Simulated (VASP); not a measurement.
# RhN (P-6m2) in VASP: further runs, part 2 of 2

VASP 6.6.1.

**4. Single point, PBE+U, collinear spin, ferrimagnetic start**

This run uses another cell than the first one: it holds 4 atoms, not 2.

Input file INCAR:

```
SYSTEM = RhN
ALGO = Normal ; EDIFF = 1E-7
ENCUT = 520 ; GGA = PE
ISIF = 2 ; ISMEAR = 0
ISPIN = 2 ; LASPH = .True.
LCHARG = .False. ; LDAU = .True.
LDAUJ = 0 0 ; LDAUL = 2 -1
LDAUPRINT = 1 ; LDAUTYPE = 2
LDAUU = 2 0 ; LMAXMIX = 4
LORBIT = 11 ; LREAL = .False.
LWAVE = .False. ; MAGMOM = 0.6 -0.3 0 0
NBANDS = 32 ; NELM = 60
PREC = Accurate ; SIGMA = 0.05
```

Input file KPOINTS:

```
k-points
0
Gamma
  7 7 4
  0 0 0
```

Input file POSCAR:

```
RhN
1.0
    2.9628278700      0.0000000000      0.0000000000
   -1.4814139400      2.5658842000      0.0000000000
    0.0000000000      0.0000000000      5.7831464200
Rh N
2 2
Direct
    0.0000000000      0.0000000000      0.0000000000
    0.0000000000      0.0000000000      0.5000000000
    0.6666666667      0.3333333333      0.2500000000
    0.6666666667      0.3333333333      0.7500000000
```

Potentials or basis: VASP PAW PBE potentials, release 64 (Rh_pv, N).

Launch:

```
$ cat potpaw_PBE.64/Rh_pv/POTCAR potpaw_PBE.64/N/POTCAR > POTCAR
$ mpirun -np 1 vasp_std > vasp.out
```

OUTCAR:

```text
SYSTEM = RhN
   EDIFF = 1E-7
   ENCUT = 520
   GGA = PE
   ISIF = 2
   ISMEAR = 0
   ISPIN = 2
   LASPH = .True.
   LORBIT = 11
   LREAL = .False.
   NELM = 60
   PREC = Accurate

 ion  position               nearest neighbor table
   1  0.000  0.000  0.000-   3 2.24   4 2.24   3 2.24   4 2.24   3 2.24   4 2.24   2 2.89   2 2.89

   2  0.000  0.000  0.500-   3 2.24   4 2.24   3 2.24   4 2.24   3 2.24   4 2.24   1 2.89   1 2.89

   3  0.667  0.333  0.250-   1 2.24   2 2.24   1 2.24   2 2.24   1 2.24   2 2.24
   4  0.667  0.333  0.750-   1 2.24   2 2.24   1 2.24   2 2.24   1 2.24   2 2.24

  LATTYP: Found a hexagonal cell.
 ALAT       =     2.9628278700
[... 2002 lines left out ...]
     2.962827870  0.000000000  0.000000000     0.337515389  0.194864601  0.000000000
    -1.481413940  2.565884200  0.000000000     0.000000000  0.389729201  0.000000000
     0.000000000  0.000000000  5.783146420     0.000000000  0.000000000  0.172916251

 POSITION                                       TOTAL-FORCE (eV/Angst)
 -----------------------------------------------------------------------------------
      0.00000      0.00000      0.00000         0.000000      0.000000     -0.000000
      0.00000      0.00000      2.89157         0.000000      0.000000     -0.000000
      1.48141      0.85529      1.44579        -0.000000      0.000000      0.000096
      1.48141      0.85529      4.33736        -0.000000      0.000000     -0.000096
 -----------------------------------------------------------------------------------
    total drift:                               -0.000000      0.000000      0.000000

  FREE ENERGIE OF THE ION-ELECTRON SYSTEM (eV)
  ---------------------------------------------------
  free  energy   TOTEN  =       -23.0213808665 eV

  energy  without entropy=      -23.0160969961  energy(sigma->0) =      -23.01873893

 total charge

# of ion       s       p       d       tot
------------------------------------------
    1        0.283   6.236   7.129  13.647
    2        0.283   6.236   7.129  13.647
    3        1.287   2.210   0.000   3.497
    4        1.287   2.210   0.000   3.497
--------------------------------------------------
tot          3.140  16.892  14.257  34.289

 magnetization (x)

# of ion       s       p       d       tot
------------------------------------------
    1        0.000  -0.000   0.086   0.086
    2       -0.000   0.000  -0.091  -0.091
    3       -0.000   0.000   0.000   0.000
    4       -0.000   0.000   0.000   0.000
--------------------------------------------------
tot         -0.000   0.000  -0.005  -0.005
```

It took 61 s on 1 thread of Intel Xeon 6975P-C (Granite Rapids), shared host; peak memory 0.21 GiB.

Results:

```
Free energy                                           : -23.0214 eV
Pressure                                              : -13.8 GPa
Band gap on the k mesh                                : none (metal or under the smearing width)
Net moment                                            : 0.00 μB per cell
Site moments                                          : Rh +0.09, -0.09; N +0.00 μB
Valence electrons inside the program's atomic spheres : Rh 13.65; N 3.50
```

Levels at points of the mesh, in eV from the Fermi level:
Spin up:
```tsv
k point	band 16	band 17	band 18	band 19	band 20	band 21	band 22	band 23	band 24	band 25
(0.00, 0.00, 0.00)	-2.70	-1.99	-0.86	-0.86	-0.75	1.10	1.10	1.28	1.28	3.26
(0.00, 0.00, 0.50)	-2.01	-1.99	-1.99	-1.92	-1.89	1.46	1.46	1.47	1.47	5.10
```
Spin down:
```csv
k point,band 16,band 17,band 18,band 19,band 20,band 21,band 22,band 23,band 24,band 25
"(0.00, 0.00, 0.00)",-2.70,-1.99,-0.87,-0.87,-0.76,1.10,1.10,1.28,1.28,3.26
"(0.00, 0.00, 0.50)",-2.02,-1.99,-1.99,-1.92,-1.89,1.46,1.46,1.47,1.47,5.10
```

Eigenvalues of the final occupation matrices:
| site | spin | trace | eigenvalues |
| --- | --- | --- | --- |
| site 1 d | 1 | 3.63 | 0.59 0.59 0.79 0.79 0.89 |
| site 1 d | 2 | 3.54 | 0.57 0.57 0.76 0.76 0.88 |
| site 2 d | 1 | 3.54 | 0.57 0.57 0.76 0.76 0.88 |
| site 2 d | 2 | 3.63 | 0.59 0.59 0.79 0.79 0.89 |

**5. Single point, PBE+U, collinear spin, random start**

Input file INCAR:

```
SYSTEM = RhN
PREC = Accurate ; ENCUT = 520
EDIFF = 1E-7 ; ISMEAR = 0
SIGMA = 0.05 ; LREAL = .FALSE.
LASPH = .TRUE. ; NELM = 100
ALGO = Normal ; ISIF = 2
LWAVE = .FALSE. ; LCHARG = .FALSE.
ISPIN = 2 ; MAGMOM = 0.14 0
LORBIT = 11 ; LMAXMIX = 4
LDAU = .TRUE. ; LDAUTYPE = 2
LDAUL = 2 -1 ; LDAUU = 2 0
LDAUJ = 0 0 ; LDAUPRINT = 1
GGA = PE
```

Input file KPOINTS:

```
Automatic mesh
0
G
  7 7 7
  0 0 0
```

Input file POSCAR:

```
RhN
1.0
    2.9628278700      0.0000000000      0.0000000000
   -1.4814139400      2.5658842000      0.0000000000
    0.0000000000      0.0000000000      2.8915732100
Rh N
1 1
Direct
    0.0000000000      0.0000000000      0.0000000000
    0.6666666667      0.3333333333      0.5000000000
```

Launch:

```
$ cat potpaw_PBE.64/Rh_pv/POTCAR potpaw_PBE.64/N/POTCAR > POTCAR
$ mpirun -np 1 vasp_std > vasp.out
```

Wall time 11 s (1 thread of Intel Xeon 6975P-C (Granite Rapids), shared host); peak memory 0.16 GiB.

It converged, with:

- Free energy: -11.5124 eV
- Pressure: -13.5 GPa
- Band gap on the k mesh: none (metal or under the smearing width)
- Net moment: 0.00 μB per cell
- Valence electrons inside the program's atomic spheres: Rh 13.65; N 3.50

Stress tensor (GPa, compression positive):
```
-12.56   0.00   0.00
  0.00 -12.56   0.00
  0.00   0.00 -15.29
```

Levels at points of the mesh, in eV from the Fermi level:
Spin up:
| k point | band 7 | band 8 | band 9 | band 10 | band 11 | band 12 | band 13 | band 14 |
| --- | --- | --- | --- | --- | --- | --- | --- | --- |
| (0.00, 0.00, 0.00) | -4.57 | -2.06 | -0.92 | -0.92 | 1.22 | 1.22 | 3.19 | 14.19 |
Spin down:
```
           k point  band 6  band 7  band 8  band 9  band 10  band 11  band 12  band 13  band 14
(0.00, 0.00, 0.00)   -4.57   -4.57   -2.06   -0.92    -0.92     1.22     1.22     3.19    14.19
```

Eigenvalues of the final occupation matrices:
```csv
site,spin,trace,eigenvalues
site 1 d,1,3.59,0.58 0.58 0.77 0.77 0.88
site 1 d,2,3.59,0.58 0.58 0.77 0.77 0.88
```

The state reached can hang on the start; a lower one may exist.

**6. Summary**

| spin | k mesh | supercell matrix | gap on the mesh (eV) | pressure (GPa) | moment (μB) |
| --- | --- | --- | --- | --- | --- |
| collinear, ferromagnetic start | 7 × 7 × 7 | - | none | -13.5 | 0.00 |
| collinear, antiferromagnetic start | 7 × 7 × 4 | [1, 0, 0, 0, 1, 0, 0, 0, 2] | none | -13.8 | 0.00 |
| collinear, ferrimagnetic start | 7 × 7 × 4 | [1, 0, 0, 0, 1, 0, 0, 0, 2] | none | -13.8 | 0.00 |
| collinear, random start | 7 × 7 × 7 | - | none | -13.5 | 0.00 |

Alike in all rows: task single point; level PBE+U; potentials or basis VASP PAW PBE potentials, release 64 (Rh_pv, N); Rh d U = 2 eV; cell as given; cutoff (eV) 520; smearing gaussian 0.05 eV.

Every run on the cell as given and a fine mesh finds a metal.

Total energies depend on the potentials used, so only differences within one code and one set of settings carry meaning.
